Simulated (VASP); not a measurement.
Crystal: W.

```
W
1.0
    -1.58234    1.58234    1.58234
     1.58234   -1.58234    1.58234
     1.58234    1.58234   -1.58234
W
1
Cartesian
  0.0000 0.0000 0.0000
```

| Property | Result |
| --- | --- |
| Program | VASP 6.6.1 |
| Task | relaxation of cell and atoms |
| Functional | PBE |
| Potentials or basis | VASP PAW PBE potentials, release 64 (W_sv) |
| Cutoff | 600 eV |
| k mesh | 20 × 20 × 20 |
| Occupations | methfessel-paxton, width 0.1 eV |
| Spin | no spin polarisation |

At the start: pressure 6.2 GPa; volume 15.85 Å³/atom.

Question: How do energy, volume and symmetry change on relaxing?

Answer: Over 4 steps the energy falls by 5.9 meV/atom and the volume is 16.16 Å³/atom (+2.0 %); space group Im-3m (No. 229, to 0.05 Å).

The path:
```
step  energy change (eV)  largest force (eV/Å)  pressure (GPa)  volume (Å³)
   1              0.0000                0.0000            6.23        15.85
   2              0.0631                0.0000          -18.05        17.30
   3             -0.0059                0.0000           -0.14        16.17
   4             -0.0059                0.0000           -0.04        16.16
```

Final structure:
```yaml
crystal:
  lattice:
    - [-1.59263, 1.59263, 1.59263]
    - [1.59263, -1.59263, 1.59263]
    - [1.59263, 1.59263, -1.59263]
  atoms:
    - { symbol: W, position: [0.00000, 0.00000, 0.00000] }
```
